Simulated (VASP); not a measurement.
Output of a VASP run:

File OSZICAR:
```
       N       E                     dE             d eps       ncg     rms          rms(c)
DAV:   1     0.115131949493E+03    0.11513E+03   -0.75077E+03  3900   0.130E+03
DAV:   2    -0.524681797084E+01   -0.12038E+03   -0.11776E+03  4196   0.449E+02
DAV:   3    -0.102999447044E+02   -0.50531E+01   -0.48359E+01  5748   0.770E+01
DAV:   4    -0.105751590212E+02   -0.27521E+00   -0.27327E+00  5474   0.166E+01
DAV:   5    -0.105882645835E+02   -0.13106E-01   -0.13103E-01  5946   0.273E+00    0.750E+00
DAV:   6    -0.102342503959E+02    0.35401E+00   -0.71056E-01  6038   0.115E+01    0.268E+00
DAV:   7    -0.101948352570E+02    0.39415E-01   -0.22411E-01  6106   0.641E+00    0.949E-01
DAV:   8    -0.102006544769E+02   -0.58192E-02   -0.13022E-02  4548   0.178E+00    0.440E-02
DAV:   9    -0.102007124132E+02   -0.57936E-04   -0.11709E-03  6698   0.347E-01    0.506E-02
DAV:  10    -0.102007341837E+02   -0.21771E-04   -0.33377E-05  4940   0.892E-02    0.199E-02
DAV:  11    -0.102007257989E+02    0.83848E-05   -0.76774E-06  4324   0.573E-02    0.362E-03
DAV:  12    -0.102007255620E+02    0.23687E-06   -0.30422E-07  5064   0.740E-03    0.152E-03
DAV:  13    -0.102007253375E+02    0.22451E-06   -0.28296E-08  2328   0.256E-03    0.351E-04
DAV:  14    -0.102007253292E+02    0.83332E-08   -0.91610E-09  2242   0.185E-03
   1 F= -.10964136E+02 E0= -.10964136E+02  d E =0.000000E+00
```

OUTCAR:
```
------------------------ aborting loop because EDIFF is reached ----------------------------------------
 Edisp (eV)   -0.76341
  FORCE on cell =-STRESS in cart. coord.  units (eV):
  Direction    XX          YY          ZZ          XY          YZ          ZX
  --------------------------------------------------------------------------------------
  Total      -0.00503    -0.00503    -0.00503     0.00000     0.00000    -0.00000
  in kB      -0.46348    -0.46348    -0.46348     0.00000     0.00000    -0.00000
  external pressure =       -0.46 kB  Pullay stress =        0.00 kB
  volume of cell :       17.39
      direct lattice vectors                 reciprocal lattice vectors
    -1.632005695  1.632005695  1.632005695     0.000000000  0.306371480  0.306371480
     1.632005695 -1.632005695  1.632005695     0.306371480  0.000000000  0.306371480
     1.632005695  1.632005695 -1.632005695     0.306371480  0.306371480  0.000000000
 POSITION                                       TOTAL-FORCE (eV/Angst)
 -----------------------------------------------------------------------------------
      0.00000      0.00000      0.00000         0.000000     -0.000000      0.000000
 -----------------------------------------------------------------------------------
    total drift:                                0.000000     -0.000000      0.000000
  FREE ENERGIE OF THE ION-ELECTRON SYSTEM (eV)
  ---------------------------------------------------
  free  energy   TOTEN  =       -10.9641361027 eV

  energy  without entropy=      -10.9641361027  energy(sigma->0) =      -10.96413610

 total charge

# of ion       s       p       d       tot
------------------------------------------
    1        2.228   6.001   2.552  10.781
```
(Selected blocks of OUTCAR.)

### POSCAR
```
Nb
1
   -1.6320056952     1.6320056952     1.6320056952
    1.6320056952    -1.6320056952     1.6320056952
    1.6320056952     1.6320056952    -1.6320056952
Nb
1
Direct
  0.0000000000   0.0000000000   0.0000000000
```

Q: Write an INCAR and KPOINTS that could have produced this output.

A: One answer among several that fit: the input of the run itself, PBE GGA with D3 dispersion (Becke-Johnson damping), plane waves, VASP's PBE PAW potentials (set 64).

File KPOINTS:
```
K-points
0
G
  18 18 18
```

INCAR:
```
# general
SYSTEM  = Nb
PREC    = Accurate
ENCUT   = 520   # plane-wave cut-off (eV)
LREAL   = .FALSE.   # projection in real space or not
LASPH   = .TRUE.   # aspherical one-centre terms

# electronic loop
EDIFF   = 1E-7   # SCF stop (eV)
NELM    = 100   # most electronic steps
ALGO    = Normal
LMAXMIX = 4   # l cut-off of mixed one-centre charges

# smearing
ISMEAR  = -5   # tetrahedra, Bloechl

# functional
GGA     = PE   # PBE
IVDW    = 12   # D3, Becke-Johnson

# ions
ISIF    = 2   # forces and stress, cell fixed

# output
LWAVE   = .FALSE.
LCHARG  = .TRUE.
LORBIT  = 11
NEDOS   = 601
```

POTCAR, in this order: Nb_sv (PBE.64 set). Program: vasp_std.

For a metal the tetrahedron method with Blöchl corrections gives inexact stress and forces.

The compound is Nb in the bcc structure. It was relaxed first.
